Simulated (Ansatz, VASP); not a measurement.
Given: the input of a run of VASP 6.6.1 on NaLaMg6. The cell comes from a database or a generator and needn't be the stable form of this composition.

File INCAR:

```
  PREC = Accurate
  ENCUT = 520
  EDIFF = 1E-7
  ISMEAR = -1
  SIGMA = 0.05
  LREAL = F
  LASPH = T
  NELM = 100
  ALGO = Normal
  ISIF = 2
  LWAVE = F
  LCHARG = F
  GGA = PE
  NBANDS = 25
```

The input KPOINTS:

```
regular mesh
0
Gamma
  5 5 5
```

Contents of POSCAR:

```
NaLaMg6
1.0
    5.3191620000      0.0000000000      0.0000000000
    0.0000000000      3.3877445000      5.9220290000
    0.0000000000     -3.3877445000      5.9220290000
La Mg Na
1 6 1
Direct
    0.0000000000      0.8357940000      0.8357940000
    0.5000000000      0.1668450000      0.1668450000
    0.5000000000      0.1745170000      0.6643510000
    0.5000000000      0.6643510000      0.1745170000
    0.0000000000      0.3376000000      0.3376000000
    0.0000000000      0.3312020000      0.8301180000
    0.0000000000      0.8301180000      0.3312020000
    0.5000000000      0.6595720000      0.6595720000
```

Potentials or basis: VASP PAW PBE potentials, release 64 (La, Mg, Na_pv).

Run with:

```console
$ cat potpaw_PBE.64/La/POTCAR potpaw_PBE.64/Mg/POTCAR potpaw_PBE.64/Na_pv/POTCAR > POTCAR
$ mpirun -np 1 vasp_std > vasp.out
```

Question: What does the same run look like in Ansatz 0.2.0? Potentials or basis there: Ansatz PAW, cutoff 420 eV.

Answer: As run (cutoffs and basis follow the program's own potentials, and thresholds, step limits or extra output files can differ):

File input.yaml:

```yaml
crystal:
  lattice:
    - [5.319162, 0.0, 0.0]
    - [0.0, 3.3877445, 5.922029]
    - [0.0, -3.3877445, 5.922029]
  atoms:
    - { symbol: La, position: [0.0, 0.835794, 0.835794] }
    - { symbol: Mg, position: [0.5, 0.166845, 0.166845] }
    - { symbol: Mg, position: [0.5, 0.174517, 0.664351] }
    - { symbol: Mg, position: [0.5, 0.664351, 0.174517] }
    - { symbol: Mg, position: [0.0, 0.3376, 0.3376] }
    - { symbol: Mg, position: [0.0, 0.331202, 0.830118] }
    - { symbol: Mg, position: [0.0, 0.830118, 0.331202] }
    - { symbol: Na, position: [0.5, 0.659572, 0.659572] }
hamiltonian:
  xc: pbe
  pseudopotentials: { kind: paw }
kpoints:
  mp_grid: { grid: [5, 5, 5] }
scf:
  occupations: { method: fermi_dirac, width: 0.05 }
output:
  forces: true
  stress: true
  eigenvalues: true
```

Potentials or basis: Ansatz PAW.

Run with:

```console
$ ansatz run input.yaml --threads 4 --pin off --max-ram 10240MiB --backend cpu --events-out ev --progress --plain --runs-dir out
```

Both were run:

|  | VASP | Ansatz |
| --- | --- | --- |
| Pressure | 0.0 GPa | 0.1 GPa |
| Largest force | 0.092 eV/Å | 0.092 eV/Å |

Ansatz's pressure holds a Pulay term of +0.00 GPa for its cutoff of 420 eV, which the other run lacks.

The potentials hold 30 and 80 valence electrons a cell.

Where Ansatz's input types no cutoff or centring, it takes its own default and a Γ-centred mesh.

Pressure is positive in compression.
